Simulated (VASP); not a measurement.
Be3Se2S:

```xyz
6
Lattice="-1.7890 5.3670 2.5300 1.7890 -5.3670 2.5300 1.7890 5.3670 -2.5300" Properties=species:S:1:pos:R:3 pbc="T T T"
Be    0.0000    1.7890    1.2650
Be    1.7890    3.5780   -1.2650
Be    0.0000    5.3670    1.2650
Se    0.0000    3.5780    0.0000
Se    0.0000    7.1560    0.0000
S     0.0000    0.0000    0.0000
```

The cell was built by a generator and needn't be a form met in nature.

* Program: VASP 6.6.1
* Task: relaxation of cell and atoms
* Functional: PBE
* Potentials or basis: VASP PAW PBE potentials, release 64 (Be, Se, S)
* Cutoff: 520 eV
* k mesh: 5 × 5 × 5
* Occupations: gaussian, width 0.15 eV
* Spin: no spin polarisation

At the start: pressure 1.3 GPa; volume 16.19 Å³/atom.

Where does the relaxation end?

Over 4 steps the energy falls by 18.5 meV/atom and the volume is 16.40 Å³/atom (+1.3 %); space group Imm2 (No. 44, to 0.05 Å).

The path:
```csv
step,energy change (eV),largest force (eV/Å),pressure (GPa),volume (Å³)
1,0.0000,0.8789,1.34,97.17
2,-0.0772,0.4402,-0.41,99.08
3,-0.0934,0.1744,-1.67,100.65
4,-0.1112,0.0778,-0.33,98.43
```

Final structure:
```cif
data_structure
_symmetry_space_group_name_H-M 'P 1'
_symmetry_Int_Tables_number 1
_cell_length_a 6.2212
_cell_length_b 6.2212
_cell_length_c 6.2212
_cell_angle_alpha 146.367
_cell_angle_beta 60.013
_cell_angle_gamma 131.852
_cell_volume 98.43
loop_
_atom_site_label
_atom_site_type_symbol
_atom_site_fract_x
_atom_site_fract_y
_atom_site_fract_z
_atom_site_occupancy
Be1 Be 0.40011 0.24038 0.15973 1
Be2 Be 0.08066 0.24038 0.84027 1
Be3 Be 0.76925 0.26925 0.50000 1
Se1 Se 0.33395 0.99964 0.33432 1
Se2 Se 0.66532 0.99964 0.66568 1
S1 S 0.00072 0.00072 0.00000 1
```

Caveat: the k mesh is coarse (spacing up to 0.43 Å⁻¹), so the values aren't converged.
